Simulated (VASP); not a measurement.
Consider the following.

```yaml
crystal:
  lattice:
    - [0.00000, 2.71029, 2.71029]
    - [2.71029, 0.00000, 2.71029]
    - [2.71029, 2.71029, 0.00000]
  atoms:
    - { symbol: Ce, position: [0.00000, 0.00000, 0.00000] }
    - { symbol: O, position: [0.25000, 0.25000, 0.25000] }
    - { symbol: O, position: [0.75000, 0.75000, 0.75000] }
```

All values below come from SCAN meta-GGA, VASP's PBE PAW potentials (set 64) (plane waves; VASP). Settings: 520 eV cut-off, 8×8×8 Γ-centred mesh, tetrahedra with Blöchl corrections, potentials Ce O.

### Question
Give the energies of bands 7 to 15 at the high-symmetry points, in eV from the valence-band maximum.

### Answer

| band | Γ | X | U | L | W |
|---|---|---|---|---|---|
| 7 | -3.92 | -3.97 | -3.30 | -3.02 | -2.97 |
| 8 | -3.92 | -1.22 | -1.76 | -3.02 | -2.31 |
| 9 | -3.92 | -1.22 | -1.44 | -1.30 | -1.08 |
| 10 | -0.61 | -0.82 | -1.31 | -1.23 | -1.08 |
| 11 | -0.61 | -0.82 | -0.75 | -0.79 | -0.72 |
| 12 | -0.61 | -0.60 | -0.33 | -0.79 | -0.69 |
| 13 | 2.63 | 2.35 | 2.31 | 2.24 | 2.30 |
| 14 | 2.63 | 2.38 | 2.43 | 2.46 | 2.44 |
| 15 | 2.63 | 2.38 | 2.51 | 2.46 | 2.44 |

The gap is indirect, 2.24 eV, from the valence maximum at (-0.25, 0.25, 0.00) to the conduction minimum at L.

The compound is CeO2 in the fluorite structure. It was relaxed first. The run is not spin-polarised, so no magnetic state was tried.
